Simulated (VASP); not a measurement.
The system is NbWS4.

```
CELL_PARAMETERS angstrom
6.54923 0.07872 -0.04552
-1.60322 2.89027 0.01141
-0.09477 0.00014 13.73708
ATOMIC_POSITIONS crystal
Nb 0.99344 0.98905 0.99452
Nb 0.50071 0.01762 0.00023
W 0.17377 0.67976 0.49941
W 0.64491 0.62092 0.50211
S 0.18094 0.68141 0.11510
S 0.66683 0.67472 0.11764
S 0.16835 0.67643 0.88133
S 0.66088 0.64928 0.88247
S 0.99803 0.00799 0.39104
S 0.50719 0.01302 0.39035
S 0.98563 0.99539 0.61280
S 0.50723 0.01274 0.61394
```

The cell was built by a generator and needn't be a form met in nature.

* Program: VASP 6.6.1
* Task: relaxation of cell and atoms
* Functional: PBE
* Potentials or basis: VASP PAW PBE potentials, release 64 (Nb_sv, W_sv, S)
* Cutoff: 520 eV
* k mesh: 4 × 4 × 2
* Occupations: gaussian, width 0.15 eV
* Spin: no spin polarisation

At the start: pressure -3.2 GPa; volume 21.81 Å³/atom.

Problem. Where does the relaxation end?

Solution. Over 14 steps the energy falls by 53.0 meV/atom and the volume is 21.07 Å³/atom (-3.4 %); space group Pm (No. 6, to 0.05 Å).

The path:
```tsv
step	energy change (eV)	largest force (eV/Å)	pressure (GPa)	volume (Å³)
1	0.0000	3.1508	-3.19	261.75
2	-0.3960	1.7598	4.97	245.60
3	-0.5027	1.0295	2.01	250.47
4	-0.5560	0.8895	-2.07	256.15
5	-0.5942	0.4200	-0.55	253.88
6	-0.6261	0.2297	0.07	252.64
7	-0.6279	0.2198	0.27	252.28
8	-0.6330	0.1319	-0.20	253.17
9	-0.6331	0.1040	-0.18	253.06
10	-0.6345	0.0874	0.16	252.55
11	-0.6346	0.0747	0.14	252.64
12	-0.6353	0.0565	-0.08	252.98
13	-0.6353	0.0579	-0.08	252.95
14	-0.6359	0.0299	-0.02	252.79
```

Final structure:
```
Nb W S
1.0
     6.52764   -0.00234   -0.01311
    -1.63308    2.82656   -0.00122
    -0.02607   -0.02136   13.70396
Nb W S
2 2 8
Direct
  0.99399 0.99705 0.99830
  0.50419 0.00643 0.99887
  0.16360 0.66632 0.50161
  0.66401 0.66589 0.50151
  0.17008 0.67364 0.11345
  0.66892 0.67213 0.11601
  0.16838 0.67077 0.88353
  0.66551 0.66812 0.88142
  0.99571 0.99814 0.38899
  0.49592 0.99710 0.38904
  0.99871 0.00209 0.61416
  0.49889 0.00064 0.61405
```

Caveat: the k mesh is coarse (spacing up to 0.54 Å⁻¹), so the values aren't converged.
